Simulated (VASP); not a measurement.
Calculation: LDA (Ceperley-Alder, Perdew-Zunger), VASP's LDA PAW potentials (set 64) (plane waves; VASP).

VASP input:

### POSCAR
```
Cu
1
    0.0000000000     1.6928520339     1.6928520339
    1.6928520339     0.0000000000     1.6928520339
    1.6928520339     1.6928520339     0.0000000000
Cu
1
Direct
  0.0000000000   0.0000000000   0.0000000000
```

INCAR:
```
SYSTEM = Cu
PREC = Accurate
ENCUT = 500
EDIFF = 1E-6
NELM = 100
ALGO = Normal
LREAL = .FALSE.
LASPH = .TRUE.
ISMEAR = 1
SIGMA = 0.1
LMAXMIX = 4
LWAVE = .FALSE.
LCHARG = .FALSE.
IBRION = 2
ISIF = 3
NSW = 40
EDIFFG = -0.02
PSTRESS = 450
```

KPOINTS:
```
Automatic mesh
0
Gamma
  18 18 18
```

POTCAR, in this order: Cu (LDA.64 set). Program: vasp_std.

Energy and stress use the plane-wave basis of the starting cell.

Question: Predict the energy per atom (σ→0), volume per atom, band gap (on the k-mesh).

Answer: 
| Item | Result |
|---|---|
| energy per atom (σ→0) | -4.510 eV/atom |
| band gap (on the k-mesh) | none (metal, semimetal or under 0.01 eV) |
| volume per atom | 9.30 Å³/atom |

File OSZICAR:
```
...
   3 F= -.18987083E+01 E0= -.18987662E+01  d E =-.200263E-01
       N       E                     dE             d eps       ncg     rms          rms(c)
DAV:   1    -0.451048008195E+01    0.29444E-02   -0.68891E-03  3686   0.229E+00    0.150E-01
DAV:   2    -0.451021849549E+01    0.26159E-03   -0.40119E-03  3675   0.159E+00    0.440E-02
DAV:   3    -0.451014966506E+01    0.68830E-04   -0.47362E-04  3691   0.562E-01    0.211E-02
DAV:   4    -0.451013953877E+01    0.10126E-04   -0.10766E-05  4283   0.460E-02    0.883E-04
DAV:   5    -0.451013954470E+01   -0.59297E-08   -0.63794E-08  1864   0.302E-03
   4 F= -.18987279E+01 E0= -.18987852E+01  d E =-.200459E-01
```

The compound is Cu in the fcc structure. This run relaxes it under an external pressure of 45 GPa. Symmetry was kept, so distortions that lower it aren't found.
